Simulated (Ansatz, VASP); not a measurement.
# LiBe: VASP and Ansatz over several settings

```
Be Li
1.0
     2.29599    0.00000    0.00000
     0.00000    3.61277    0.00000
    -0.40174    0.00000    5.51353
Be Li
2 2
Cartesian
  0.3890 2.7096 2.3368
  1.5053 0.9032 3.1767
  0.2647 2.7096 4.6597
  1.6296 0.9032 0.8538
```

The cell comes from a database or a generator and needn't be the stable form of this composition.

Single points on this cell with VASP 6.6.1 and Ansatz 0.2.0. Each row is one pair of runs. Alike in all rows: spin: off; k mesh: 11 × 7 × 5; smearing: fermi-dirac, width 0.05 eV; VASP's potentials, cutoff: VASP PAW PBE potentials, release 64 (Be, Li_sv), 520 eV.

| level | Ansatz's potentials, cutoff | gap on the k mesh at the Fermi level (eV), VASP | gap on the k mesh at the Fermi level (eV), Ansatz | rms of the force components (eV/Å), VASP | rms of the force components (eV/Å), Ansatz |
| --- | --- | --- | --- | --- | --- |
| PBE | Ansatz PAW, 420 eV | none | none | 0.011 | 0.009 |
| PBE | Ansatz PAW earlier set, 1007 eV | none | none | 0.011 | 0.009 |
| PBE | JTH PAW, 1170 eV | none | none | 0.011 | 0.008 |
| PBE | SPMS NC, 707 eV | none | ? | 0.011 | ? |
| PBE | PseudoDojo standard (PBE files), 1197 eV | none | none | 0.011 | 0.014 |
| PBE | PseudoDojo stringent (PBE files), 1442 eV | none | none | 0.011 | 0.012 |
| PBE | Ansatz NC, 1800 eV | none | none | 0.011 | 0.010 |

Q: Fill in what Ansatz gave in row 4.

A: gap on the k mesh at the Fermi level (eV): none; rms of the force components (eV/Å): 0.010.

A gap of «none» marks a metal or a gap that the smearing closes.
